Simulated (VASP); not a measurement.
Calculation: vdW-DF-cx, VASP's PBE PAW potentials (set 64) (plane waves; VASP 6.6.1).

Input for VASP

KPOINTS:
```
Automatic mesh
0
Gamma
13 13 13
0 0 0
```

**POSCAR**
```
GdN
1
    0.0000000000     2.4433689374     2.4433689374
    2.4433689374     0.0000000000     2.4433689374
    2.4433689374     2.4433689374     0.0000000000
Gd N
1 1
Direct
  0.0000000000   0.0000000000   0.0000000000
  0.5000000000   0.5000000000   0.5000000000
```

INCAR:
```
! general
SYSTEM   = GdN
PREC     = Accurate
ENCUT    = 520   ! plane-wave cut-off (eV)
LREAL    = .FALSE.   ! projection in real space or not
LASPH    = .TRUE.   ! aspherical one-centre terms

! electronic loop
EDIFF    = 1E-7
NELM     = 100
ALGO     = Normal
LMAXMIX  = 6   ! l cut-off of mixed one-centre charges

! smearing
ISMEAR   = 1   ! Methfessel-Paxton
SIGMA    = 0.1   ! width (eV)

! functional
GGA      = CX
LUSE_VDW = .TRUE.
AGGAC    = 0.0

! ions
ISIF     = 2   ! forces and stress, cell fixed

! output
LWAVE    = .FALSE.
LCHARG   = .FALSE.
```

POTCAR, in this order: Gd_3 N (PBE.64 set). Program: vasp_std.

The 4f electrons are frozen in the core of the lanthanide potential, so 4f levels, which can set the real gap, and their magnetism are missing.

Task: What does the run give for the energy per atom (σ→0), pressure, band gap (on the k-mesh)?

Result: 
```
Property                                                     Value
------------------------  ----------------------------------------
energy per atom (σ→0)                               -6.403 eV/atom
band gap (on the k-mesh)  none (metal, semimetal or under 0.01 eV)
pressure                                                  5.38 GPa
```

### OSZICAR
```
...
DAV:   7    -0.128111734849E+02    0.15981E+00   -0.13382E+00  2127   0.775E+00    0.181E+01
DAV:   8    -0.128108941176E+02    0.27937E-03   -0.11304E-01  2053   0.349E+00    0.504E+00
DAV:   9    -0.128065821483E+02    0.43120E-02   -0.16185E-02  2250   0.940E-01    0.371E-01
DAV:  10    -0.128067269404E+02   -0.14479E-03   -0.54481E-04  2340   0.226E-01    0.206E-01
DAV:  11    -0.128067229581E+02    0.39822E-05   -0.22874E-05  2513   0.505E-02    0.192E-02
DAV:  12    -0.128067232455E+02   -0.28736E-06   -0.22357E-06  2280   0.164E-02    0.228E-03
DAV:  13    -0.128067232793E+02   -0.33796E-07   -0.12263E-07  1789   0.311E-03
   1 F= -.12806723E+02 E0= -.12806750E+02  d E =0.787743E-04
```

The compound is GdN in the rock salt structure. This cell is one point of a volume scan, at 0.97 of the reference volume.
